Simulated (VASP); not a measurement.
Runs of VASP 6.6.1 on TiN. It takes space group Fm-3m (No. 225, cubic). The conventional cell has a = 4.240 Å, b = 4.240 Å, c = 4.240 Å, α = 90.00°, β = 90.00°, γ = 90.00°. Around Ti (site symmetry m-3m) lie 6 N at 2.12 Å. Around N (site symmetry m-3m) lie 6 Ti at 2.12 Å. The cell was built by a generator and isn't the measured one.

```tsv
level	potentials or basis	k mesh	gap on the mesh (eV)	pressure (GPa)
PBE	VASP PAW PBE potentials, release 64 (Ti_sv, N)	28 × 28 × 28	none	(a)
PBE	VASP PAW PBE potentials, release 64 (Ti_sv, N)	20 × 20 × 20	none	1.8
PBE	VASP PAW PBE potentials, release 64 (Ti_sv, N)	12 × 12 × 12	none	1.8
LDA	VASP PAW LDA potentials, release 64 (Ti_sv, N)	20 × 20 × 20	none	-13.1
PBEsol	VASP PAW PBE potentials, release 64 (Ti_sv, N)	20 × 20 × 20	none	-6.8
```

Alike in all rows: task optical spectrum; no spin polarisation; cell as given; cutoff (eV) 520; smearing fermi-dirac 0.05 eV.

Task: Estimate the missing entries.

Result: (a) 1.9.

Caveats: the PAW data sets were made with another functional, which shifts forces and pressure a little (some runs).

A k mesh can miss the band edges.

A gap of «none» marks a metal or a gap under the smearing width.

Not every run made on this cell is shown here.
